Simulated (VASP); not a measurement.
Computed with PBE GGA with D3 dispersion (Becke-Johnson damping), VASP's PBE PAW potentials (set 64) (plane waves; VASP 6.6.1).

Gaps are without spin-orbit coupling.

### Question
Order these relaxed crystals by band gap, smallest first: BeS, F-43m (216); MoS2, P6_3/mmc (194); KF, Fm-3m (225); AlN, P6_3mc (186).

### Answer
MoS2, P6_3/mmc (194) (0.78 eV), BeS, F-43m (216) (3.06 eV), AlN, P6_3mc (186) (4.23 eV), KF, Fm-3m (225) (6.16 eV)
